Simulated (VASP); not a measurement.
An input for Quantum ESPRESSO's pw.x (written as the equivalent of a VASP run, and not itself run):

```
&CONTROL
  calculation = 'scf'
  pseudo_dir = './pseudo'
  outdir = './out'
  tprnfor = .true.
  tstress = .true.
/
&SYSTEM
  ibrav = 0
  nat = 8
  ntyp = 2
  ecutwfc = 80
  occupations = 'smearing'
  smearing = 'fermi-dirac'
  degauss = 0.00735
  input_dft = 'pbe'
/
&ELECTRONS
  conv_thr = 7.3e-08
  electron_maxstep = 100
/
ATOMIC_SPECIES
  Si 28.085 Si.upf
  Mo 95.950 Mo.upf
CELL_PARAMETERS angstrom
     4.7181110    0.0000000    0.0000000
     0.0000000    4.7181110    0.0000000
     0.0000000    0.0000000    4.7181110
ATOMIC_POSITIONS crystal
  Si   0.5000000  0.5000000  0.5000000
  Si   0.0000000  0.0000000  0.0000000
  Mo   0.0000000  0.5000000  0.2500000
  Mo   0.0000000  0.5000000  0.7500000
  Mo   0.2500000  0.0000000  0.5000000
  Mo   0.7500000  0.0000000  0.5000000
  Mo   0.5000000  0.2500000  0.0000000
  Mo   0.5000000  0.7500000  0.0000000
K_POINTS automatic
  5 5 5 0 0 0
```

### Question
Write the VASP files for the same calculation (PBE).

### Answer
Several could match; the one computed here: 
### POSCAR
```
SiMo3
1
    4.7181110000     0.0000000000     0.0000000000
    0.0000000000     4.7181110000     0.0000000000
    0.0000000000     0.0000000000     4.7181110000
Si Mo
2 6
Direct
  0.5000000000   0.5000000000   0.5000000000
  0.0000000000   0.0000000000   0.0000000000
  0.0000000000   0.5000000000   0.2500000000
  0.0000000000   0.5000000000   0.7500000000
  0.2500000000   0.0000000000   0.5000000000
  0.7500000000   0.0000000000   0.5000000000
  0.5000000000   0.2500000000   0.0000000000
  0.5000000000   0.7500000000   0.0000000000
```

**INCAR**
```
LASPH = .True.   ! aspherical one-centre terms
NELM = 100   ! most electronic steps
LMAXMIX = 4   ! l cut-off of mixed one-centre charges
ISMEAR = -1   ! Fermi-Dirac
LREAL = .False.
SIGMA = 0.1   ! width (eV)
PREC = Accurate
ENCUT = 300   ! plane-wave cut-off (eV)
ISIF = 2
SYSTEM = SiMo3
ALGO = Normal
LCHARG = .False.
LWAVE = .False.
EDIFF = 1E-6   ! SCF stop (eV)
GGA = PE
```

File KPOINTS:
```
K-points
0
Gamma
 5 5 5
0 0 0
```

POTCAR, in this order: Si Mo_sv (PBE.64 set). Program: vasp_std.

Limits of the translation: the potentials are each code's own (VASP's PAW set, PseudoDojo norm-conserving files in pw.x), so ENCUT and ecutwfc are chosen apart and not converted; conv_thr bounds pw.x's estimated SCF error, while EDIFF bounds the energy change between steps.

The structure comes from a computed database's SiMo3 entry; how it stands against other phases isn't given here. The cell was not relaxed at this level, and its volume differs by -5.9 % from the start's.
